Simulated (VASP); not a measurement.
# Mg2CdS3 (Cmc2_1) in VASP: band structure with PBE

Aim: the band structure of Mg2CdS3 with PBE.

Everything below comes from runs of VASP 6.6.1. Logs are shortened: lines on timing, memory, paths and dates and some standing lists are left out, and cuts for length are marked.

### Step 1. The crystal as given

The structure is orthorhombic, space group Cmc2_1 (No. 36). Conventional cell: a = 12.281 Å, b = 7.090 Å, c = 6.622 Å, α = 90.00°, β = 90.00°, γ = 90.00°. Around Mg (site symmetry 1) lie 4 S at 2.46 to 2.47 Å. Cd (site symmetry m) is surrounded by 4 S at 2.57 to 2.58 Å. S (site symmetry m) is surrounded by 2 Mg at 2.46 Å and 2 Cd at 2.57 to 2.58 Å. S (site symmetry 1) has 3 Mg at 2.46 to 2.47 Å and 1 Cd at 2.57 Å as nearest neighbours.

The cell was built by a generator and needn't be a form met in nature.

### Step 2. Band structure, PBE

The input, POSCAR:

```
Mg2CdS3
1.0
    6.1404000000     -3.5447800000      0.0000000000
    6.1404000000      3.5447800000      0.0000000000
    0.0000000000      0.0000000000      6.6219800000
Mg Cd S
4 2 6
Direct
    0.4974250000      0.1663440000      0.9985650000
    0.5025750000      0.8336560000      0.4985650000
    0.1663440000      0.4974250000      0.4985650000
    0.8336560000      0.5025750000      0.9985650000
    0.1702330000      0.8297670000      0.9979610000
    0.8297670000      0.1702330000      0.4979610000
    0.1769970000      0.8230030000      0.3870930000
    0.4887590000      0.1668180000      0.3714450000
    0.5112410000      0.8331820000      0.8714450000
    0.8230030000      0.1769970000      0.8870930000
    0.1668180000      0.4887590000      0.8714450000
    0.8331820000      0.5112410000      0.3714450000
```

The input, INCAR.step1:

```
  PREC = Accurate
  ENCUT = 520
  EDIFF = 1E-6
  ISMEAR = 0
  SIGMA = 0.03
  LREAL = F
  LASPH = T
  NELM = 60
  ALGO = Normal
  ISIF = 2
  LWAVE = F
  LCHARG = T
  GGA = PE
  KPAR = 2
```

The input, KPOINTS.step1:

```
Automatic mesh
0
Gamma
  4 4 4
```

The input, INCAR.step2:

```
  PREC = Accurate
  ENCUT = 520
  EDIFF = 1E-6
  ISMEAR = 0
  SIGMA = 0.05
  LREAL = F
  LASPH = T
  NELM = 60
  ALGO = Normal
  ISIF = 2
  LWAVE = F
  LCHARG = F
  GGA = PE
  KPAR = 2
  ICHARG = 11
```

The input, KPOINTS.step2:

```
path GXSRAZGYX1A1TY,ZT
15
line-mode
reciprocal
 0.0000000000  0.0000000000  0.0000000000  G
 0.3333243630  0.6666487261  0.0000000000  X

 0.3333243630  0.6666487261  0.0000000000  X
 0.5000000000  0.5000000000  0.0000000000  S

 0.5000000000  0.5000000000  0.0000000000  S
 0.5000000000  0.5000000000 -0.5000000000  R

 0.5000000000  0.5000000000 -0.5000000000  R
 0.3333243630  0.6666487261 -0.5000000000  A

 0.3333243630  0.6666487261 -0.5000000000  A
 0.0000000000  0.0000000000 -0.5000000000  Z

 0.0000000000  0.0000000000 -0.5000000000  Z
 0.0000000000  0.0000000000  0.0000000000  G

 0.0000000000  0.0000000000  0.0000000000  G
 0.5000000000  0.0000000000  0.0000000000  Y

 0.5000000000  0.0000000000  0.0000000000  Y
 0.6666756370  0.3333512739  0.0000000000  X1

 0.6666756370  0.3333512739  0.0000000000  X1
 0.6666756370  0.3333512739 -0.5000000000  A1

 0.6666756370  0.3333512739 -0.5000000000  A1
 0.5000000000  0.0000000000 -0.5000000000  T

 0.5000000000  0.0000000000 -0.5000000000  T
 0.5000000000  0.0000000000  0.0000000000  Y

 0.0000000000  0.0000000000 -0.5000000000  Z
 0.5000000000  0.0000000000 -0.5000000000  T
```

Potentials or basis: VASP PAW PBE potentials, release 64 (Mg, Cd, S).

Launch:

```
$ cat potpaw_PBE.64/Mg/POTCAR potpaw_PBE.64/Cd/POTCAR potpaw_PBE.64/S/POTCAR > POTCAR
$ cp INCAR.step1 INCAR
$ cp KPOINTS.step1 KPOINTS
$ mpirun -np 2 vasp_std > vasp.out
$ cp INCAR.step2 INCAR
$ cp KPOINTS.step2 KPOINTS
$ mpirun -np 2 vasp_std > vasp.out
```

OUTCAR:

```text
PREC = Accurate
   ENCUT = 520
   EDIFF = 1E-6
   ISMEAR = 0
   LREAL = F
   LASPH = T
   NELM = 60
   ISIF = 2
   GGA = PE
   ICHARG = 11

 ion  position               nearest neighbor table
   1  0.497  0.166  0.999-  10 2.46   9 2.46  11 2.46   8 2.47
   2  0.503  0.834  0.499-   7 2.46   8 2.46  12 2.46   9 2.47
   3  0.166  0.497  0.499-   7 2.46  12 2.46   8 2.46  11 2.47
   4  0.834  0.503  0.999-  10 2.46  11 2.46   9 2.46  12 2.47
   5  0.170  0.830  0.998-  10 2.57   9 2.57  11 2.57   7 2.58
   6  0.830  0.170  0.498-   7 2.57   8 2.57  12 2.57  10 2.58
   7  0.177  0.823  0.387-   2 2.46   3 2.46   6 2.57   5 2.58
   8  0.489  0.167  0.371-   2 2.46   3 2.46   1 2.47   6 2.57
   9  0.511  0.833  0.871-   1 2.46   4 2.46   2 2.47   5 2.57
  10  0.823  0.177  0.887-   1 2.46   4 2.46   5 2.57   6 2.58
  11  0.167  0.489  0.871-   4 2.46   1 2.46   3 2.47   5 2.57
  12  0.833  0.511  0.371-   3 2.46   2 2.46   4 2.47   6 2.57

  LATTYP: Found a base centered orthorhombic cell.
 ALAT       =     7.0895600000
 B/A-ratio  =     1.7322372616
 C/A-ratio  =     0.9340466827

  Lattice vectors:

 A1 = (  -6.1404000000,  -3.5447800000,   0.0000000000)
 A2 = (   6.1404000000,  -3.5447800000,   0.0000000000)
 A3 = (   0.0000000000,   0.0000000000,   6.6219800000)

Analysis of symmetry for initial positions (statically):
=====================================================================
 Subroutine PRICEL returns:
 Original cell was already a primitive cell.

 Routine SETGRP: Setting up the symmetry group for a
 base centered orthorhombic supercell.

 Subroutine GETGRP returns: Found  4 space group operations
 (whereof  2 operations were pure point group operations)
 out of a pool of  8 trial point group operations.

The static configuration has the point symmetry C_1h.
 The point group associated with its full space group is C_2v.

Analysis of symmetry for dynamics (positions and initial velocities):
=====================================================================
 Subroutine PRICEL returns:
 Original cell was already a primitive cell.

 Routine SETGRP: Setting up the symmetry group for a
 base centered orthorhombic supercell.

 Subroutine GETGRP returns: Found  4 space group operations
 (whereof  2 operations were pure point group operations)
 out of a pool of  8 trial point group operations.

The dynamic configuration has the point symmetry C_1h.
 The point group associated with its full space group is C_2v.

 Subroutine INISYM returns: Found  4 space group operations
 (whereof  2 operations are pure point group operations),
 and found     1 'primitive' translations

----------------------------------------------------------------------------------------

                                     Primitive cell

  volume of cell :     288.2729

  direct lattice vectors                    reciprocal lattice vectors
     6.140400000 -3.544780000  0.000000000     0.081427920 -0.141052477  0.000000000
     6.140400000  3.544780000  0.000000000     0.081427920  0.141052477  0.000000000
     0.000000000  0.000000000  6.621980000     0.000000000  0.000000000  0.151012235

  length of vectors
     7.090132397  7.090132397  6.621980000     0.162868989  0.162868989  0.151012235

  position of ions in fractional coordinates (direct lattice)
     0.497425000  0.166344000  0.998565000
     0.502575000  0.833656000  0.498565000
     0.166344000  0.497425000  0.498565000
     0.833656000  0.502575000  0.998565000
     0.170233000  0.829767000  0.997961000
     0.829767000  0.170233000  0.497961000
     0.176997000  0.823003000  0.387093000
     0.488759000  0.166818000  0.371445000
     0.511241000  0.833182000  0.871445000
     0.823003000  0.176997000  0.887093000
     0.166818000  0.488759000  0.871445000
     0.833182000  0.511241000  0.371445000

  ion indices of the primitive-cell ions
   primitive index   ion index
                 1           1
                 2           2
                 3           3
                 4           4
                 5           5
                 6           6
                 7           7
                 8           8
                 9           9
                10          10
                11          11
                12          12

----------------------------------------------------------------------------------------

 KPOINTS: path GXSRAZGYX1A1TY,ZT

Interpolating k-points between supplied coordinates.

 Line segments in fractional coordinates (reciprocal lattice):
    0.000000  0.000000  0.000000  ...  0.333324  0.666649  0.000000
    0.333324  0.666649  0.000000  ...  0.500000  0.500000  0.000000
    0.500000  0.500000  0.000000  ...  0.500000  0.500000 -0.500000
    0.500000  0.500000 -0.500000  ...  0.333324  0.666649 -0.500000
    0.333324  0.666649 -0.500000  ...  0.000000  0.000000 -0.500000
    0.000000  0.000000 -0.500000  ...  0.000000  0.000000  0.000000
    0.000000  0.000000  0.000000  ...  0.500000  0.000000  0.000000
    0.500000  0.000000  0.000000  ...  0.666676  0.333351  0.000000
    0.666676  0.333351  0.000000  ...  0.666676  0.333351 -0.500000
    0.666676  0.333351 -0.500000  ...  0.500000  0.000000 -0.500000
    0.500000  0.000000 -0.500000  ...  0.500000  0.000000  0.000000
    0.000000  0.000000 -0.500000  ...  0.500000  0.000000 -0.500000

 Generated    15 points on each line segment, for a total of    180 k-points:

 Following reciprocal coordinates:
            Coordinates               Weight
  0.000000  0.000000  0.000000      0.005556
  0.023809  0.047618  0.000000      0.005556
  0.047618  0.095236  0.000000      0.005556
  0.071427  0.142853  0.000000      0.005556
  0.095236  0.190471  0.000000      0.005556
  0.119044  0.238089  0.000000      0.005556
[... 16 lines left out ...]
  0.416662  0.583324  0.000000      0.005556
  0.428568  0.571421  0.000000      0.005556
 [... further k-points ...]
   k-points           NKPTS =    180   k-points in BZ     NKDIM =    180   number of bands    NBANDS=     41
   number of dos      NEDOS =    301   number of ions     NIONS =     12
   total plane-waves  NPLWV = 145800
   dimension x,y,z NGX =    54 NGY =   54 NGZ =   50
   dimension x,y,z NGXF=   108 NGYF=  108 NGZF=  100
   ions per type =               4   2   6
   NGX,Y,Z   is equivalent  to a cutoff of  12.66, 12.66, 12.55 a.u.
   NGXF,Y,Z  is equivalent  to a cutoff of  25.32, 25.32, 25.11 a.u.
 SYSTEM =  unknown system
   PREC   = accura    normal or accurate (medium, high low for compatibility)
   ISTART =      0    job   : 0-new  1-cont  2-samecut
   ICHARG =     11    charge: 1-file 2-atom 10-const
   ISPIN  =      1    spin polarized calculation?
   LNONCOLLINEAR =      F non collinear calculations
   LSORBIT =      F    spin-orbit coupling
   LASPH  =      T    aspherical Exc in radial PAW
   ENCUT  =  520.0 eV  38.22 Ry    6.18 a.u.  13.18 13.18 12.31*2*pi/ulx,y,z
   NELM   =     60;   NELMIN=  2; NELMDL=  0     # of ELM steps
   EDIFF  = 0.1E-05   stopping-criterion for ELM
   LREAL  =      F    real-space projection
   EDIFFG = 0.1E-04   stopping-criterion for IOM
   NSW    =      0    number of steps for IOM
   IBRION =     -1    ionic relax: 0-MD 1-quasi-New 2-CG
   NFREE  =      0    steps in history (QN), initial steepest desc. (CG)
   ISIF   =      2    stress and relaxation
   ISYM   =      2    0-nonsym 1-usesym 2-fastsym
   POTIM  = 0.5000    time-step for ionic-motion
   TEBEG  =    0.0;   TEEND  =   0.0 temperature during run
   PSTRESS=    0.0 pullay stress
   NELECT =      68.0000    total number of electrons
   NUPDOWN=      -1.0000    fix difference up-down
   EMIN   =  10.00;   EMAX   =-10.00  energy-range for DOS
   EFERMI =   0.00;   METHOD = LEGACY
   ISMEAR =     0;   SIGMA  =   0.05  broadening in eV -4-tet -1-fermi 0-gaus
   EFERMI_NEDOS =   21; number of points for ismear=-14 and -15
   IALGO  =     38    algorithm
   IMIX   =      4    mixing-type and parameters
     AMIX     =   0.40;   BMIX     =  1.00
     AMIX_MAG =   1.60;   BMIX_MAG =  1.00
  volume/ion in A,a.u.               =      24.02       162.11
  Fermi-wavevector in a.u.,A,eV,Ry     =   1.011525  1.911505 13.921242  1.023182
  Thomas-Fermi vector in A             =   2.144580
   LORBIT       =      0    0 simple, 1 ext, 2 COOP (PROOUT), +10 PAW based schemes
   GGA     = PE    functional components
   LHFCALC =     F    Hartree Fock is set to
   AEXX    =    0.0000 exact exchange contribution
   IVDW    =     0    specifies the selected vdW correction
   LEPSILON=     F    determine dielectric tensor
   LRPA    =     F    only Hartree local field effects (RPA)
 non-spin polarized calculation
 Gauss-broadening in eV      SIGMA  =   0.05
  energy-cutoff  :      520.00
  volume of cell :      288.27
 maximum number of plane-waves:      7827
 NGX is ok and might be reduce to    54

 number of electron      68.0000004 magnetization

 Free energy of the ion-electron system (eV)
  ---------------------------------------------------
  ext. energy  EPLUGINS =         0.00000000
  ---------------------------------------------------
  free energy    TOTEN  =       -46.13814384 eV

  energy without entropy =      -46.13814384  energy(sigma->0) =      -46.13814384

 E-fermi :   1.1656     XC(G=0):  -8.5447

 val. band max:        0.9425151543   @ k =   0.0000   0.0000   0.0000
 cond. band min:       3.5035689150   @ k =   0.0000   0.0000   0.0000
 fundamental gap:      2.5610537607
 Fermi energy:         1.1655750218

 k-point     1 :       0.0000    0.0000    0.0000
  band No.  band energies     occupation
      1     -10.5742      2.00000
      2     -10.0518      2.00000
      3      -9.9236      2.00000
      4      -9.8746      2.00000
      5      -9.8505      2.00000
      6      -9.8482      2.00000
[... 33 lines left out ...]
     40       7.1279      0.00000
     41       8.0154      0.00000

 k-point     2 :       0.0238    0.0476    0.0000
  band No.  band energies     occupation
      1     -10.5718      2.00000
      2     -10.0516      2.00000
      3      -9.9272      2.00000
      4      -9.8781      2.00000
      5      -9.8551      2.00000
      6      -9.8395      2.00000
[... 962 lines left out ...]
      1     -10.2622      2.00000
      2     -10.2531      2.00000
      3     -10.0943      2.00000
      4      -9.8810      2.00000
      5      -9.8354      2.00000
      6      -9.8215      2.00000
[... 33 lines left out ...]
     40       6.5500      0.00000
     41       6.6651      0.00000

 [... further k-points ...]
[... 5 lines left out ...]
  --------------------------------------------------------------------------------------
  -------------------------------------------------------------------------------------
  Total        1.1845784      0.3866763      0.3298705      0.0000000      0.0000000      0.0000000
  in kB        6.5837081      2.1490888      1.8333707      0.0000000      0.0000000      0.0000000
  external PRESSURE =       3.5220559 kB  Pullay stress =       0.0000000 kB

 VOLUME and BASIS-vectors are now :
 -----------------------------------------------------------------------------
  energy-cutoff  :      520.00
  volume of cell :      288.27
      direct lattice vectors                 reciprocal lattice vectors
     6.140400000 -3.544780000  0.000000000     0.081427920 -0.141052477  0.000000000
     6.140400000  3.544780000  0.000000000     0.081427920  0.141052477  0.000000000
     0.000000000  0.000000000  6.621980000     0.000000000  0.000000000  0.151012235

 POSITION                                       TOTAL-FORCE (eV/Angst)
 -----------------------------------------------------------------------------------
      4.07581     -1.17361      6.61248        -0.001759      0.010741      0.000454
      8.20499      1.17361      3.30149         0.001759     -0.010741      0.000454
      4.07581      1.17361      3.30149        -0.001759     -0.010741      0.000454
      8.20499     -1.17361      6.61248         0.001759      0.010741      0.000454
      6.14040      2.33790      6.60848        -0.000000     -0.004056      0.009492
      6.14040     -2.33790      3.29749        -0.000000      0.004056      0.009492
      6.14040      2.28995      2.56332        -0.000000      0.014686      0.004025
      4.02551     -1.14121      2.45970         0.009324      0.007597     -0.007213
      8.25529      1.14121      5.77069        -0.009324     -0.007597     -0.007213
      6.14040     -2.28995      5.87431        -0.000000     -0.014686      0.004025
      4.02551      1.14121      5.77069         0.009324     -0.007597     -0.007213
      8.25529     -1.14121      2.45970        -0.009324      0.007597     -0.007213
 -----------------------------------------------------------------------------------
    total drift:                                0.000001     -0.000000     -0.009643

  FREE ENERGIE OF THE ION-ELECTRON SYSTEM (eV)
  ---------------------------------------------------
  free  energy   TOTEN  =       -46.1381438399 eV

  energy  without entropy=      -46.1381438399  energy(sigma->0) =      -46.13814384
```

Wall time 12 min (2 MPI ranks of Intel Xeon Platinum 8488C (Sapphire Rapids), shared host); peak memory 1.6 GiB.

Results:

| Property | Result |
| --- | --- |
| Band gap on the k mesh | 2.56 eV, direct |
| Band gap along the path | 2.56 eV, direct |

Levels at the corners of the path, in eV from the valence-band top:
| point | band 30 | band 31 | band 32 | band 33 | band 34 | band 35 | band 36 | band 37 | band 38 | band 39 |
| --- | --- | --- | --- | --- | --- | --- | --- | --- | --- | --- |
| Γ | -0.48 | -0.48 | -0.03 | -0.02 | 0.00 | 2.56 | 3.85 | 4.86 | 4.91 | 6.16 |
| X | -0.58 | -0.48 | -0.44 | -0.29 | -0.23 | 3.94 | 4.09 | 4.86 | 4.94 | 5.21 |
| X | -0.58 | -0.48 | -0.44 | -0.29 | -0.23 | 3.94 | 4.09 | 4.86 | 4.94 | 5.21 |
| S | -0.66 | -0.50 | -0.41 | -0.37 | -0.28 | 3.87 | 4.40 | 4.97 | 5.04 | 5.26 |
| S | -0.66 | -0.50 | -0.41 | -0.37 | -0.28 | 3.87 | 4.40 | 4.97 | 5.04 | 5.26 |
| R | -0.76 | -0.76 | -0.76 | -0.64 | -0.64 | 4.14 | 4.14 | 4.98 | 4.98 | 5.36 |
| R | -0.76 | -0.76 | -0.76 | -0.64 | -0.64 | 4.14 | 4.14 | 4.98 | 4.98 | 5.36 |
| A | -0.74 | -0.67 | -0.67 | -0.64 | -0.64 | 4.14 | 4.14 | 4.80 | 4.80 | 4.85 |
| A | -0.74 | -0.67 | -0.67 | -0.64 | -0.64 | 4.14 | 4.14 | 4.80 | 4.80 | 4.85 |
| Z | -0.50 | -0.26 | -0.26 | -0.24 | -0.24 | 3.94 | 3.94 | 5.30 | 5.30 | 5.52 |
| Z | -0.50 | -0.26 | -0.26 | -0.24 | -0.24 | 3.94 | 3.94 | 5.30 | 5.30 | 5.52 |
| Γ | -0.48 | -0.48 | -0.03 | -0.02 | 0.00 | 2.56 | 3.85 | 4.86 | 4.91 | 6.16 |
| Γ | -0.48 | -0.48 | -0.03 | -0.02 | 0.00 | 2.56 | 3.85 | 4.86 | 4.91 | 6.16 |
| Y | -0.55 | -0.46 | -0.46 | -0.36 | -0.34 | 4.04 | 4.12 | 4.99 | 5.11 | 5.55 |
| Y | -0.55 | -0.46 | -0.46 | -0.36 | -0.34 | 4.04 | 4.12 | 4.99 | 5.11 | 5.55 |
| X1 | -0.58 | -0.48 | -0.44 | -0.29 | -0.23 | 3.94 | 4.09 | 4.86 | 4.94 | 5.21 |
| X1 | -0.58 | -0.48 | -0.44 | -0.29 | -0.23 | 3.94 | 4.09 | 4.86 | 4.94 | 5.21 |
| A1 | -0.74 | -0.67 | -0.67 | -0.64 | -0.64 | 4.14 | 4.14 | 4.80 | 4.80 | 4.85 |
| A1 | -0.74 | -0.67 | -0.67 | -0.64 | -0.64 | 4.14 | 4.14 | 4.80 | 4.80 | 4.85 |
| T | -0.84 | -0.77 | -0.77 | -0.60 | -0.60 | 4.13 | 4.13 | 4.98 | 4.98 | 5.39 |
| T | -0.84 | -0.77 | -0.77 | -0.60 | -0.60 | 4.13 | 4.13 | 4.98 | 4.98 | 5.39 |
| Y | -0.55 | -0.46 | -0.46 | -0.36 | -0.34 | 4.04 | 4.12 | 4.99 | 5.11 | 5.55 |
| Z | -0.50 | -0.26 | -0.26 | -0.24 | -0.24 | 3.94 | 3.94 | 5.30 | 5.30 | 5.52 |
| T | -0.84 | -0.77 | -0.77 | -0.60 | -0.60 | 4.13 | 4.13 | 4.98 | 4.98 | 5.39 |

Caveat: the log is that of the step along the path at fixed density, whose energy, stress, charges and moments have no meaning.
